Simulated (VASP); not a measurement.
## Ta₅Si₃ (space group P6_3/mcm): computed properties

Computed with PBEsol GGA, VASP's PBE PAW potentials (set 64) (plane waves; VASP).

```json
{
 "space_group": "P6_3/mcm (193)",
 "cell": "a = b = 7.4663 Å, c = 5.2226 Å, α = β = 90.00°, γ = 120.00°",
 "volume_per_atom": "15.76 Å³/atom",
 "band gap (on the k-mesh)": "none (metal, semimetal or under 0.01 eV)",
 "density": "13.03 g/cm³"
}
```

```xyz
16
Lattice="7.4663 0.0000 0.0000 -3.7331 6.4660 0.0000 0.0000 0.0000 5.2226" Properties=species:S:1:pos:R:3 pbc="T T T"
Ta     2.8161     4.8777     1.3057
Ta     0.9170     1.5883     3.9170
Ta     4.6501     4.8777     3.9170
Ta    -0.9170     1.5883     1.3057
Ta     1.8340     0.0000     1.3057
Ta     5.6323     0.0000     3.9170
Ta     3.7331     2.1553     0.0000
Ta     0.0000     4.3107     0.0000
Ta     0.0000     4.3107     2.6113
Ta     3.7331     2.1553     2.6113
Si     5.2103     3.9075     1.3057
Si    -1.4771     2.5585     3.9170
Si     2.9543     0.0000     3.9170
Si     4.5120     0.0000     1.3057
Si     1.4771     2.5585     1.3057
Si     2.2560     3.9075     3.9170
```

Unless said otherwise, spin-orbit coupling is left out, though it shifts the bands of the heavy elements here.

The structure comes from a computed database's Ta5Si3 entry (P6_3/mcm); how it stands against other phases isn't given here. It was relaxed first. Symmetry was kept, so distortions that lower it aren't found.
